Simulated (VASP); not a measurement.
VASP runs on Pt (fcc) share one base input (PBE GGA, plane waves, VASP's PBE PAW potentials (set 64)) and change the settings named in each case.

### INCAR
```
SYSTEM=Pt
PREC=Accurate; ENCUT=400; LREAL=.FALSE.
LASPH=.TRUE.
EDIFF=1E-6; NELM=100; ALGO=Normal
LMAXMIX=6
ISMEAR=1; SIGMA=0.1
GGA=PE
ISIF=2
LWAVE=.FALSE.; LCHARG=.FALSE.
```

File POSCAR:
```
Pt
1.0
  0.0000000000   1.9600000000   1.9600000000
  1.9600000000   0.0000000000   1.9600000000
  1.9600000000   1.9600000000   0.0000000000
Pt
1
Cart
  0.0000000000   0.0000000000   0.0000000000
```

**KPOINTS**
```
Automatic
0
G
14 14 14
```

POTCAR, in this order: Pt (PBE.64 set). Program: vasp_std.

```tsv
change	electronic steps
base run	11
AMIX = 0.6, BMIX = 1.0, IMIX = 1	12
AMIX = 0.1, BMIX = 3.0, IMIX = 4	11
AMIX = 0.2, BMIX = 1.0, IMIX = 4	12
AMIX = 0.6, BMIX = 1.0, IMIX = 4	11
AMIX = 0.1, BMIX = 1.0, IMIX = 1	49
```
 Unless said otherwise, spin-orbit coupling is left out, though it shifts the bands of the heavy elements here.

Left out are runs that ran out of time, are held back, or changed the cell or the kind of run, fixed moments of cells without a moment, rows past the twelfth, gaps on odd meshes, pressures of charged cells and columns that move by less than the noise.

The compound is Pt in the fcc structure. The cell was not relaxed at this level.
